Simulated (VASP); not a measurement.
Consider the following.

```xyz
63
Lattice="10.9371 0.0000 0.0000 0.0000 10.9371 0.0000 0.0000 0.0000 10.9371" Properties=species:S:1:pos:R:3 pbc="T T T"
Si     5.4710    10.9354    10.9366
Si     6.8390     1.3675     1.3690
Si     8.2016     2.7337     0.0007
Si     9.5671     4.0966     1.3691
Si     8.2016    10.9370     2.7346
Si     9.5685     1.3667     4.0964
Si    10.9351     0.0011     0.0011
Si     1.3749     1.3644     1.3664
Si     2.7423     2.7442     0.0132
Si     4.1323     4.0897     1.3904
Si     5.4725     5.4639     0.0102
Si     6.8469     6.8041     1.3891
Si     8.1926     8.1950     0.0122
Si     9.5714     9.5614     1.3669
Si     2.7397     0.0077     2.7441
Si     4.1309     1.3867     4.0896
Si     5.5088     2.7432     2.7467
Si     8.1910     5.4272     2.7451
Si     9.5486     6.8035     4.0891
Si     5.4721     0.0091     5.4651
Si     6.8464     1.3852     6.8084
Si     8.1991     2.7378     5.4387
Si     9.5522     4.0885     6.8093
Si     8.1920     0.0071     8.1980
Si     9.5702     1.3650     9.5619
Si    10.9358     5.4664    10.9360
Si     1.3730     6.8269     1.3851
Si     2.7283     8.2074     0.0183
Si     4.1095     9.5611     1.3853
Si    10.9359     2.7337     2.7346
Si     1.3650     4.0988     4.1012
Si     2.7562     5.4567     2.7625
Si     4.1241     6.8106     4.1680
Si     5.4785     8.1783     2.7633
Si     6.8358     9.5708     4.1009
Si    10.9356    10.9348     5.4664
Si     1.3727     1.3833     6.8283
Si     2.7561     2.7605     5.4581
Si     4.1244     4.1665     6.8114
Si     6.7682     6.8095     6.8116
Si     8.1733     8.1769     5.4578
Si     9.5505     9.5607     6.8279
Si     2.7284     0.0169     8.2090
Si     4.1088     1.3848     9.5636
Si     5.4776     2.7623     8.1799
Si     6.8361     4.0990     9.5718
Si     8.1737     5.4571     8.1791
Si     9.5500     6.8274     9.5627
Si    10.9268     8.1951     2.7447
Si     1.3739     9.5611     4.0938
Si    10.9271     5.4637     5.4650
Si     1.3505     6.8363     6.8381
Si     2.7258     8.2110     5.4921
Si     4.1005     9.5846     6.8385
Si    10.9293     2.7431     8.1996
Si     1.3752     4.0926     9.5658
Si     2.7248     5.4899     8.2120
Si     4.0987     6.8355     9.5864
Si     5.4462     8.2092     8.2122
Si     6.8439     9.5603     9.5649
Si    10.9186     8.2081     8.2094
Si     1.3682     9.5677     9.5693
P      5.4795     5.4545     5.4554
```

All values below come from PBE GGA, VASP's PBE PAW potentials (set 64) (plane waves; VASP 6.6.1). Run with PREC = Normal, LREAL = Auto, ISYM = 0, 400 eV cut-off, 1×1×1 Γ-centred mesh, Gaussian smearing of 0.050 eV, potentials Si P. Starting moments (MAGMOM): 63*0.0476. The cell's moment is fixed (NUPDOWN = 3).

The supercell is sampled at Γ alone, which is coarse: total energies, pressure and levels can be off, energies of defects by several tenths of an eV.

**Question.** Estimate the cell moment, energy per atom (σ→0).

**Answer.** 
cell moment: 3.00 μB
energy per atom (σ→0): -5281 meV/atom

**Question.** Give the moment on each site (PAW-sphere projection).

**Answer.** 
```tsv
site	moment (μB)
Si1	0.02
Si2	0.01
Si3	0.01
Si4	0.01
Si5	0.01
Si6	0.01
Si7	0.01
Si8	0.01
Si9	0.02
Si10	0.01
Si11	0.00
Si12	0.01
Si13	0.02
Si14	0.01
Si15	0.02
Si16	0.01
Si17	0.18
Si18	0.18
Si19	0.01
Si20	0.00
Si21	0.01
Si22	0.18
Si23	0.01
Si24	0.02
Si25	0.01
Si26	0.02
Si27	0.01
Si28	0.01
Si29	0.01
Si30	0.01
Si31	0.00
Si32	0.01
Si33	0.01
Si34	0.01
Si35	0.00
Si36	0.02
Si37	0.01
Si38	0.01
Si39	0.01
Si40	0.01
Si41	0.01
Si42	0.01
Si43	0.01
Si44	0.01
Si45	0.01
Si46	0.00
Si47	0.01
Si48	0.01
Si49	0.02
Si50	0.02
Si51	0.00
Si52	0.01
Si53	0.01
Si54	0.01
Si55	0.02
Si56	0.02
Si57	0.01
Si58	0.01
Si59	0.01
Si60	0.02
Si61	0.01
Si62	0.00
P63	0.08
```

The cell is a supercell with a defect, built from Si (diamond): P_Si-vac_Si.
